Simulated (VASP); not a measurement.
Output of a VASP run:

OSZICAR:
```
       N       E                     dE             d eps       ncg     rms          rms(c)
DAV:   1     0.918391582687E+00    0.91839E+00   -0.46969E+03  2344   0.108E+03
DAV:   2    -0.537166490488E+02   -0.54635E+02   -0.53202E+02  2328   0.218E+02
DAV:   3    -0.543616387479E+02   -0.64499E+00   -0.64423E+00  3408   0.323E+01
DAV:   4    -0.543661937931E+02   -0.45550E-02   -0.45540E-02  2928   0.185E+00
DAV:   5    -0.543662322674E+02   -0.38474E-04   -0.38473E-04  3448   0.110E-01    0.188E+01
DAV:   6    -0.516976569680E+02    0.26686E+01   -0.22374E+00  2616   0.192E+01    0.654E+00
DAV:   7    -0.520326752758E+02   -0.33502E+00   -0.24118E-01  2328   0.549E+00    0.379E+00
DAV:   8    -0.518935718770E+02    0.13910E+00   -0.26082E-01  2336   0.426E+00    0.948E-01
DAV:   9    -0.521564104902E+02   -0.26284E+00   -0.87764E-02  2336   0.230E+00    0.128E-01
DAV:  10    -0.521545779344E+02    0.18326E-02   -0.35607E-03  2672   0.618E-01    0.220E-01
DAV:  11    -0.521560139075E+02   -0.14360E-02   -0.19275E-03  2800   0.470E-01    0.565E-02
DAV:  12    -0.521588685883E+02   -0.28547E-02   -0.18101E-03  2664   0.407E-01    0.188E-02
DAV:  13    -0.521589500265E+02   -0.81438E-04   -0.13147E-04  3160   0.986E-02    0.201E-02
DAV:  14    -0.521589492050E+02    0.82143E-06   -0.65455E-06  2592   0.241E-02    0.858E-03
DAV:  15    -0.521589534852E+02   -0.42802E-05   -0.68150E-06  2656   0.238E-02    0.611E-03
DAV:  16    -0.521589536903E+02   -0.20513E-06   -0.21379E-07  2856   0.558E-03    0.305E-03
DAV:  17    -0.521589536126E+02    0.77692E-07   -0.18346E-07  1984   0.509E-03
   1 F= -.52158954E+02 E0= -.52158784E+02  d E =-.508523E-03
```

**OUTCAR**
```
------------------------ aborting loop because EDIFF is reached ----------------------------------------
  FORCE on cell =-STRESS in cart. coord.  units (eV):
  Direction    XX          YY          ZZ          XY          YZ          ZX
  --------------------------------------------------------------------------------------
  Total        2.3795751      2.3795751      2.3795751      0.0000000      0.0000000      0.0000000
  in kB      285.2071052    285.2071052    285.2071052      0.0000000      0.0000000      0.0000000
  external PRESSURE =     285.2071052 kB  Pullay stress =       0.0000000 kB
  volume of cell :       13.37
      direct lattice vectors                 reciprocal lattice vectors
     0.000000000  1.883677503  1.883677503    -0.265438218  0.265438218  0.265438218
     1.883677503  0.000000000  1.883677503     0.265438218 -0.265438218  0.265438218
     1.883677503  1.883677503  0.000000000     0.265438218  0.265438218 -0.265438218
 POSITION                                       TOTAL-FORCE (eV/Angst)
 -----------------------------------------------------------------------------------
      0.00000      0.00000      0.00000         0.000000      0.000000      0.000000
 -----------------------------------------------------------------------------------
    total drift:                                0.000000     -0.000000     -0.000000
  FREE ENERGIE OF THE ION-ELECTRON SYSTEM (eV)
  ---------------------------------------------------
  free  energy   TOTEN  =       -52.1589536126 eV

  energy  without entropy=      -52.1584450894  energy(sigma->0) =      -52.15878410
```
(Selected blocks of OUTCAR.)

**POSCAR**
```
Ir
1
    0.0000000000     1.8836775030     1.8836775030
    1.8836775030     0.0000000000     1.8836775030
    1.8836775030     1.8836775030     0.0000000000
Ir
1
Direct
  0.0000000000   0.0000000000   0.0000000000
```

**Question.** Reconstruct the remaining input files.

**Answer.** One answer among several that fit: the input of the run itself, r2SCAN+rVV10, plane waves, VASP's PBE PAW potentials (set 64).

### INCAR
```
BPARAM=11.95
ISIF=2   ! forces and stress, cell fixed
PREC=Accurate
METAGGA=R2SCAN
CPARAM=0.0093
SIGMA=0.1   ! width (eV)
ALGO=Normal   ! blocked Davidson
LCHARG=.False.
LMAXMIX=6   ! l cut-off of mixed one-centre charges
SYSTEM=Ir
LUSE_VDW=.True.
LREAL=.False.   ! projection in real space or not
EDIFF=1E-7
ENCUT=520   ! plane-wave cut-off (eV)
LMIXTAU=.True.
LWAVE=.False.
ISMEAR=1   ! Methfessel-Paxton
LASPH=.True.
NELM=100   ! most electronic steps
```

**KPOINTS**
```
Automatic mesh
0
Gamma
16 16 16
0 0 0
```

POTCAR, in this order: Ir (PBE.64 set). Program: vasp_std.

The compound is Ir in the fcc structure. This cell is one point of a volume scan, at 0.94 of the reference volume.
